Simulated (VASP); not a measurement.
Given:

```xyz
2
Lattice="0.0000 2.3972 2.3972 2.3972 0.0000 2.3972 2.3972 2.3972 0.0000" Properties=species:S:1:pos:R:3 pbc="T T T"
Ca     0.0000     0.0000     0.0000
O      2.3972     2.3972     2.3972
```

The numbers are results of r2SCAN+rVV10, VASP's PBE PAW potentials (set 64) (plane waves; VASP), not measurements. Settings: 520 eV cut-off, 11×11×11 Γ-centred mesh, tetrahedra with Blöchl corrections, potentials Ca_sv O.

Q: The job: CaO (rock salt), 2 atoms, r2SCAN+rVV10, static run, 520 eV, 11×11×11 Γ-centred mesh. Roughly how much core time does it take on a busy server core?

A: About 2 core-minutes (one run on a shared machine, a rough figure). It had 56 irreducible k-points, 12 bands, up to 754 plane waves and 25 electronic steps.

The compound is CaO in the rock salt structure. It was relaxed first.
